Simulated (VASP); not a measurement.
A convergence study with VASP on MnF2 (rutile): a few settings are varied, all else stays as given below, so the limit is that of these other settings. The cell's lengths are 1 % over those of the tabulated start and one atom is moved, so it is off equilibrium.

```xyz
6
Lattice="4.9187 0.0000 0.0000 0.0000 4.9187 0.0000 0.0000 0.0000 3.3431" Properties=species:S:1:pos:R:3 pbc="T T T"
Mn     0.0000     0.0000     0.0000
Mn     2.4594     2.4594     1.6716
F      1.5002     1.5002     0.0000
F      3.9596     0.9591     1.6716
F      0.9591     3.9596     1.6716
F      3.4791     3.4185     0.0000
```
Starting moments (μB, in the order of the record's atoms Mn Mn F F F F): 5.0 -5.0 0.0 0.0 0.0 0.0.

The numbers are results of PBE GGA, VASP's PBE PAW potentials (set 64) (plane waves; VASP 6.6.1), not measurements. The last row used: 900 eV cut-off, 4×4×5 Γ-centred mesh, Gaussian smearing of 0.050 eV, potentials Mn_pv F_h.

Gaps are read on the run's mesh, which can miss a band edge. Energies of different potentials or hybrids have different zeros.

| setting | E (eV/atom) | pressure (GPa) | largest force (eV/Å) | gap on the mesh (eV) | plane waves |
|---|---|---|---|---|---|
| ENCUT = 300, POTCAR Mn_pv F | -6.6833 | -63.91 | 0.376 | 2.209 | 965 |
| ENCUT = 400, POTCAR Mn_pv F | -6.5814 | -9.57 | 0.297 | 2.182 | 1480 |
| ENCUT = 520, POTCAR Mn_pv F | -6.5724 | -0.08 | 0.308 | 2.181 | 2186 |
| ENCUT = 700, POTCAR Mn_pv F | -6.5752 | -0.26 | 0.308 | 2.184 | 3422 |
| ENCUT = 900, POTCAR Mn_pv F | … | … | … | 2.184 | 4978 |
| ENCUT = 300, POTCAR Mn F | -6.6766 | -64.03 | 0.378 | 2.254 | 965 |
| ENCUT = 400, POTCAR Mn F | -6.5804 | -9.58 | 0.298 | 2.228 | 1480 |
| ENCUT = 520, POTCAR Mn F | -6.5705 | -0.38 | 0.306 | 2.225 | 2186 |
| ENCUT = 700, POTCAR Mn F | -6.5734 | -0.55 | 0.306 | 2.229 | 3422 |
| ENCUT = 900, POTCAR Mn F | -6.5740 | -0.14 | 0.306 | 2.229 | 4978 |
| ENCUT = 300, POTCAR Mn_sv F | -6.4605 | -132.82 | 0.290 | 2.531 | 965 |
| ENCUT = 400, POTCAR Mn_sv F | -6.6015 | -10.26 | 0.286 | 2.151 | 1480 |
| ENCUT = 700, POTCAR Mn_sv F | -6.5981 | -0.66 | 0.297 | 2.150 | 3422 |
| ENCUT = 900, POTCAR Mn_sv F | -6.5986 | -0.28 | 0.296 | 2.151 | 4978 |
| ENCUT = 300, POTCAR Mn_pv F_s | -6.5716 | -2.86 | 0.312 | 2.180 | 965 |
| ENCUT = 400, POTCAR Mn_pv F_s | -6.5668 | -0.37 | 0.308 | 2.174 | 1480 |
| ENCUT = 520, POTCAR Mn_pv F_s | -6.5705 | 0.02 | 0.309 | 2.180 | 2186 |
| ENCUT = 700, POTCAR Mn_pv F_s | -6.5709 | 0.28 | 0.309 | 2.181 | 3422 |
| ENCUT = 900, POTCAR Mn_pv F_s | -6.5710 | 0.32 | 0.309 | 2.181 | 4978 |
| ENCUT = 300, POTCAR Mn_pv F_h | -3.7831 | -402.53 | 0.621 | 0.696 | 965 |
| ENCUT = 400, POTCAR Mn_pv F_h | -5.1764 | -252.22 | 0.223 | 1.554 | 1480 |
| ENCUT = 520, POTCAR Mn_pv F_h | … | … | … | … | 2186 |
| ENCUT = 700, POTCAR Mn_pv F_h | -6.5595 | -17.82 | 0.316 | 2.164 | 3422 |
| ENCUT = 900, POTCAR Mn_pv F_h | -6.5773 | -0.65 | 0.306 | 2.182 | 4978 |

### Question
Some entries are withheld; supply them.

### Answer

- ENCUT = 520, POTCAR Mn_pv F_h, E (eV/atom): -6.2921
- ENCUT = 520, POTCAR Mn_pv F_h, pressure (GPa): -104.59
- ENCUT = 520, POTCAR Mn_pv F_h, largest force (eV/Å): 0.265
- ENCUT = 520, POTCAR Mn_pv F_h, gap on the mesh (eV): 2.015
- ENCUT = 900, POTCAR Mn_pv F, E (eV/atom): -6.5759
- ENCUT = 900, POTCAR Mn_pv F, pressure (GPa): 0.17
- ENCUT = 900, POTCAR Mn_pv F, largest force (eV/Å): 0.307

Left out are rungs that failed or repeat a setting and relaxations that didn't move; long series are thinned to 24 rows.

The compound is MnF2 in the rutile structure. The cell was not relaxed at this level, it is distorted from the ideal structure. The spin order is the one that the start imposed; others were not tried in this run.
